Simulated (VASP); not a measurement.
Input for VASP

**KPOINTS**
```
Automatic mesh
0
Gamma
8 8 8
0 0 0
```

File POSCAR:
```
NbIr3
1
    3.8173258402    -0.0000000000    -0.0000000000
    0.0000000000     3.8173258402     0.0000000000
   -0.0000000000     0.0000000000     3.8173258402
Nb Ir
1 3
Direct
  0.0000000000   0.0000000000   0.0000000000
  0.5000000000   0.5000000000   0.0000000000
  0.0000000000   0.5000000000   0.5000000000
  0.5000000000   0.0000000000   0.5000000000
```

### INCAR
```
# general
SYSTEM  = NbIr3
PREC    = Accurate
ENCUT   = 480
LREAL   = .False.
LASPH   = .True.

# electronic loop
EDIFF   = 1E-7
NELM    = 100
ALGO    = Normal
LMAXMIX = 6

# smearing
ISMEAR  = 1
SIGMA   = 0.1

# functional
GGA     = PS

# ions
IBRION  = 2
NSW     = 40
ISIF    = 3
EDIFFG  = -0.01
PSTRESS = 200

# output
LWAVE   = .False.
LCHARG  = .False.
```

POTCAR, in this order: Nb_sv Ir (PBE.64 set). Program: vasp_std.

**Question.** Write an equivalent input for Quantum ESPRESSO's pw.x.

**Answer.** One equivalent input (not run):
```
&CONTROL
  calculation = 'vc-relax'
  pseudo_dir = './pseudo'
  outdir = './out'
  tprnfor = .true.
  tstress = .true.
  nstep = 40
  forc_conv_thr = 0.00039
/
&SYSTEM
  ibrav = 0
  nat = 4
  ntyp = 2
  ecutwfc = 82
  occupations = 'smearing'
  smearing = 'methfessel-paxton'
  degauss = 0.00735
  input_dft = 'pbesol'
/
&ELECTRONS
  conv_thr = 7.3e-09
  electron_maxstep = 100
/
&IONS
/
&CELL
  press = 200
/
ATOMIC_SPECIES
  Nb 92.906 Nb.upf
  Ir 192.217 Ir.upf
CELL_PARAMETERS angstrom
     3.8173258   -0.0000000   -0.0000000
     0.0000000    3.8173258    0.0000000
    -0.0000000    0.0000000    3.8173258
ATOMIC_POSITIONS crystal
  Nb   0.0000000  0.0000000  0.0000000
  Ir   0.5000000  0.5000000  0.0000000
  Ir   0.0000000  0.5000000  0.5000000
  Ir   0.5000000  0.0000000  0.5000000
K_POINTS automatic
  8 8 8 0 0 0
```
Limits of the translation: the potentials are each code's own (VASP's PAW set, PseudoDojo norm-conserving files in pw.x), so ENCUT and ecutwfc are chosen apart and not converted; conv_thr bounds pw.x's estimated SCF error, while EDIFF bounds the energy change between steps; forc_conv_thr acts on force components and is met together with etot_conv_thr.

The structure comes from a computed database's NbIr3 entry (Pm-3m); how it stands against other phases isn't given here. It was relaxed first under an external pressure of 20 GPa.
